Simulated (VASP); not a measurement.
Set up this calculation in VASP 6.6.1, as the native input.

```
Task                   : relaxation of cell and atoms
Functional             : LDA
Potentials or basis    : VASP PAW LDA potentials, release 64 (Hf_pv)
Cutoff                 : 600 eV
k mesh                 : 15 × 15 × 7
Occupations            : methfessel-paxton, width 0.1 eV
Spin                   : no spin polarisation
Further INCAR settings : ALGO = Normal; EDIFF = 1e-07; IBRION = 2; EDIFFG = -0.005; NSW = 90; ISIF = 3
```

The structure of Hf lies in POSCAR:

```
Hf                                      
1.0
    3.1191430856      0.0000000000     -0.0000000000
   -1.5595715428      2.7012571502      0.0000000000
    0.0000000000      0.0000000000      4.9439653642
  Hf            
     2
Direct
     0.3333333332999970    0.6666666667000030    0.2500000000000000
     0.6666666667000030    0.3333333332999970    0.7500000000000000
```

One way to write it, as run:

INCAR

```
SYSTEM = Hf
PREC = Accurate ; ENCUT = 600
EDIFF = 1E-7 ; ISMEAR = 1
SIGMA = 0.1 ; LREAL = .FALSE.
LASPH = .TRUE. ; NELM = 80
ALGO = Normal ; ISIF = 3
LWAVE = .FALSE. ; LCHARG = .FALSE.
GGA = CA ; IBRION = 2
NSW = 90 ; EDIFFG = -0.005
KPAR = 2
```

KPOINTS

```
regular mesh
0
G
  15 15 7
  0 0 0
```

Potentials or basis: VASP PAW LDA potentials, release 64 (Hf_pv).

Launch:

```console
$ cat potpaw_LDA.64/Hf_pv/POTCAR > POTCAR
$ mpirun -np 2 vasp_std > vasp.out
```

Results of the run:

```json
{
 "Pressure after relaxing": "0.0 GPa",
 "Band gap on the k mesh": "none (metal or under the smearing width)"
}
```

Caveat: the relaxation stopped at its first step, so nothing moved.

Wall time 13 s on 2 MPI ranks on Intel(R) Xeon(R) 6975P-C (Granite Rapids) (shared host), peak memory 0.19 GiB a rank.
